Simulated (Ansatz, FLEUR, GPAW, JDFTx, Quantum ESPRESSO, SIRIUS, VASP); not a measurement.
## One calculation of C, 7 ways

```
C
1.0
     0.00000    1.78337    1.78337
     1.78337    0.00000    1.78337
     1.78337    1.78337    0.00000
C
2
Direct
  0.75000 0.75000 0.75000
  0.50000 0.50000 0.50000
```

Alike in all runs: task equation of state; functional PBEsol; k mesh 13 × 13 × 13; occupations fermi-dirac, width 0.05 eV; no spin polarisation; no spin-orbit coupling.

```tsv
program and potentials	plane-wave cutoff (eV)	notes	equilibrium volume (Å³/atom)	bulk modulus (GPa)
JDFTx, PseudoDojo-SR-PBEsol-0.4.1-standard with smoothed tails	1116	-	5.63	449.0
VASP, PBE PAW files C, 520 eV	520	potentials made for PBE	5.63	450.2
GPAW, PAW data sets generated for this functional	800	-	5.62	450.2
SIRIUS, PseudoDojo 0.4.1 PBEsol standard (scalar relativistic)	1127	-	5.63	448.9
FLEUR, all-electron, FLAPW	-	-	5.61	450.4
Quantum ESPRESSO, GBRV 1.5 PBEsol	612	-	?	?
Ansatz, all-electron LAPW, scalar-relativistic	-	-	5.61	450.3
```

Task: Estimate from the other rows what the run with Quantum ESPRESSO, GBRV 1.5 PBEsol gave.

Result: Equilibrium volume 5.62 Å³/atom; bulk modulus 448.6 GPa. The other rows, which needn't bracket it: equilibrium volume 5.61 to 5.63; bulk modulus 448.9 to 450.4.
